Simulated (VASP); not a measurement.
Write the native input for VASP 6.6.1 that does the following.

```
Task                   : band structure
Functional             : TPSS
Potentials or basis    : VASP PAW PBE potentials, release 64 (Te, Nb_sv)
Cutoff                 : 520 eV
k mesh                 : 8 × 8 × 7
Occupations            : fermi-dirac, width 0.05 eV
Spin                   : no spin polarisation
Further INCAR settings : ALGO = Normal; EDIFF = 1e-07; NBANDS = 16
```

The structure of NbTe lies in POSCAR:

```
NbTe
1.0
    3.7029743866      0.0000000000      0.0000000000
   -1.8514871933      3.2068698884      0.0000000000
    0.0000000000      0.0000000000      3.6942110000
Te Nb
1 1
Direct
    0.6666666667      0.3333333333      0.0000000000
    0.0000000000      0.0000000000      0.5000000000
```

The cell comes from a database or a generator and needn't be the stable form of this composition.

The input as run:

INCAR

```
SYSTEM = NbTe
PREC = Accurate
ENCUT = 520
EDIFF = 1E-7
ISMEAR = -1
SIGMA = 0.05
LREAL = .FALSE.
LASPH = .TRUE.
NELM = 60
ALGO = Normal
ISIF = 2
LWAVE = .FALSE.
LCHARG = .FALSE.
LMAXMIX = 4
METAGGA = TPSS
LMIXTAU = .TRUE.
NBANDS = 16
```

KPOINTS

```
Automatic mesh
0
G
  8 8 7
  0 0 0
```

KPOINTS_OPT

```
path GMKGALHA,LM,KH
20
line-mode
reciprocal
 0.0000000000  0.0000000000  0.0000000000  G
 0.5000000000  0.0000000000  0.0000000000  M

 0.5000000000  0.0000000000  0.0000000000  M
 0.3333333333  0.3333333333  0.0000000000  K

 0.3333333333  0.3333333333  0.0000000000  K
 0.0000000000  0.0000000000  0.0000000000  G

 0.0000000000  0.0000000000  0.0000000000  G
 0.0000000000  0.0000000000  0.5000000000  A

 0.0000000000  0.0000000000  0.5000000000  A
 0.5000000000  0.0000000000  0.5000000000  L

 0.5000000000  0.0000000000  0.5000000000  L
 0.3333333333  0.3333333333  0.5000000000  H

 0.3333333333  0.3333333333  0.5000000000  H
 0.0000000000  0.0000000000  0.5000000000  A

 0.5000000000  0.0000000000  0.5000000000  L
 0.5000000000  0.0000000000  0.0000000000  M

 0.3333333333  0.3333333333  0.0000000000  K
 0.3333333333  0.3333333333  0.5000000000  H
```

Potentials or basis: VASP PAW PBE potentials, release 64 (Te, Nb_sv).

The run is started by

```bash
$ cat potpaw_PBE.64/Te/POTCAR potpaw_PBE.64/Nb_sv/POTCAR > POTCAR
$ mpirun -np 1 vasp_std > vasp.out
```

It gave:

| Property | Result |
| --- | --- |
| Pressure | -2.1 GPa |
| Band gap along the path | none (metal or under the smearing width) |

Caveat: the PAW data sets were made with another functional, which shifts forces and pressure a little; spin-orbit coupling is left out, which moves the levels of the heavy elements.

Wall time 3.1 min on 1 thread of Intel(R) Xeon(R) 6975P-C (Granite Rapids), on a shared host, peak memory 0.19 GiB.
